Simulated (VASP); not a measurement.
Calculation: PBEsol GGA, VASP's PBE PAW potentials (set 64) (plane waves; VASP).

VASP ran on this input.

### POSCAR
```
CuAu
1
    2.7559503739     0.0000000000     0.0000000000
   -0.0000000000     2.7559503739     0.0000000000
   -0.0000000000     0.0000000000     3.6445842320
Cu Au
1 1
Direct
  1.0000000000   1.0000000000   0.0000000000
  0.5000000000   0.5000000000   0.5000000000
```

### KPOINTS
```
kpoints
0
Gamma
 13 13 10
```

**INCAR**
```
SYSTEM = CuAu
PREC = Accurate; ENCUT = 500; LREAL = .FALSE.
LASPH = .TRUE.
EDIFF = 1E-6; NELM = 100; ALGO = Normal
LMAXMIX = 6
ISMEAR = 1; SIGMA = 0.1
GGA = PS
IBRION = 2; NSW = 40; ISIF = 3
EDIFFG = -0.02; PSTRESS = 50
LWAVE = .FALSE.; LCHARG = .FALSE.
```

POTCAR, in this order: Cu Au (PBE.64 set). Program: vasp_std.

Q: What will the output report for the number of irreducible k-points (NKPTS), largest plane-wave count, number of space-group operations, FFT grid (NGX, NGY, NGZ)?

A: 
| Property | Value |
|---|---|
| number of irreducible k-points (NKPTS) | 168 |
| largest plane-wave count | 715 |
| number of space-group operations | 16 |
| FFT grid (NGX, NGY, NGZ) | 20 × 20 × 28 |

The compound is CuAu in the L1_0 structure. This run relaxes it under an external pressure of 5 GPa. Symmetry was kept, so distortions that lower it aren't found.
